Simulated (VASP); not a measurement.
Input of a VASP 6.6.1 run:

Contents of INCAR:

```
ALGO = Fast
EDIFF = 1E-7
ENCUT = 520
GGA = PE
ISIF = 2
ISMEAR = 0
LASPH = True
LCHARG = False
LREAL = False
LWAVE = False
NELM = 100
PREC = Accurate
SIGMA = 0.02
```

KPOINTS

```
k-points
0
Gamma
  12 12 12
```

File POSCAR:

```
ZnS
1.0
    0.0000000000      2.7020000000      2.7020000000
    2.7020000000      0.0000000000      2.7020000000
    2.7020000000      2.7020000000      0.0000000000
Zn S
1 1
Direct
    0.2500000000      0.2500000000      0.2500000000
    0.0000000000      0.0000000000      0.0000000000
```

Potentials or basis: VASP PAW PBE potentials, release 64 (Zn, S).

Command:

```sh
$ cat potpaw_PBE.64/Zn/POTCAR potpaw_PBE.64/S/POTCAR > POTCAR
$ mpirun -np 1 vasp_std > vasp.out
```

Problem. Predict the pressure.

Solution. 1.8 GPa.

Problem. Estimate the band gap on the k mesh.

Solution. 2.11 eV, direct.

**What was measured.**

From “Electronic, vibrational, and thermodynamic properties of ZnS (zincblende and rocksalt structure)”, 2009, arxiv:0911.5022, for a bulk crystal of ZnS at 19 K: band gap 3.85 eV (direct).

Measured gap of ZnS: 3.85 eV (direct; 19 K; quoted in “Electronic, vibrational, and thermodynamic properties of ZnS (zincblende and rocksalt structure)”, 2009, arxiv:0911.5022). This calculation gives 2.11 eV (-1.74 eV). The value is that of PBE on a finite k mesh, which can miss the band edges, without temperature or zero-point motion. Semilocal functionals fall short of measured gaps as a rule.
